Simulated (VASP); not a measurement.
An input for Ansatz (written as the equivalent of a VASP run, and not itself run):

Ansatz 0.2 input:
```yaml
crystal:
  lattice:
    - [2.9008079, 0.0000000, 0.0000000]
    - [0.0000000, 2.9008079, 0.0000000]
    - [0.0000000, 0.0000000, 2.9008079]
  atoms:
    - { symbol: Al, position: [0.5000000, 0.5000000, 0.5000000] }
    - { symbol: Ru, position: [0.0000000, 0.0000000, 0.0000000] }
kpoints:
  mp_grid: { grid: [13, 13, 13] }
hamiltonian:
  xc: pbesol
  pseudopotentials: { kind: paw }
scf:
  occupations: { method: methfessel_paxton, width: 0.1 }
  max_iter: 100
relax:
  max_steps: 40
  f_tol: 0.02
  cell: { p_target: 30 }
output: { forces: true, stress: true, eigenvalues: true }
```

Question: Write the VASP files for the same calculation (PBEsol).

Answer: Several could match; the one computed here: 
### INCAR
```
# general
SYSTEM   =  RuAl
PREC     =  Accurate
ENCUT    =  500
LREAL    =  .FALSE.   # projection in real space or not
LASPH    =  .TRUE.   # aspherical one-centre terms

# electronic loop
EDIFF    =  1E-6
NELM     =  100   # most electronic steps
ALGO     =  Normal   # blocked Davidson
LMAXMIX  =  4

# smearing
ISMEAR   =  1   # Methfessel-Paxton
SIGMA    =  0.1   # width (eV)

# functional
GGA      =  PS

# ions
IBRION   =  2   # conjugate gradients
NSW      =  40   # most ionic steps
ISIF     =  3   # ions, shape and volume
EDIFFG   =  -0.02
PSTRESS  =  300

# output
LWAVE    =  .FALSE.
LCHARG   =  .FALSE.
```

### POSCAR
```
RuAl
1
    2.9008078663     0.0000000000     0.0000000000
    0.0000000000     2.9008078663     0.0000000000
    0.0000000000     0.0000000000     2.9008078663
Al Ru
1 1
Direct
  0.5000000000   0.5000000000   0.5000000000
  0.0000000000   0.0000000000   0.0000000000
```

### KPOINTS
```
Automatic mesh
0
Gamma
13 13 13
0 0 0
```

POTCAR, in this order: Al Ru_pv (PBE.64 set). Program: vasp_std.

The two are equivalent in intent, not identical: each code has its own PAW files, so the cut-off isn't converted (ENCUT is set for VASP's; basis.ecutwfc is left out, and Ansatz then takes the one that its files recommend); Ansatz stops its SCF on the density residual and VASP on the energy change (EDIFF).

The compound is RuAl in the CsCl type structure. This run relaxes it under an external pressure of 30 GPa. Symmetry was kept, so distortions that lower it aren't found.
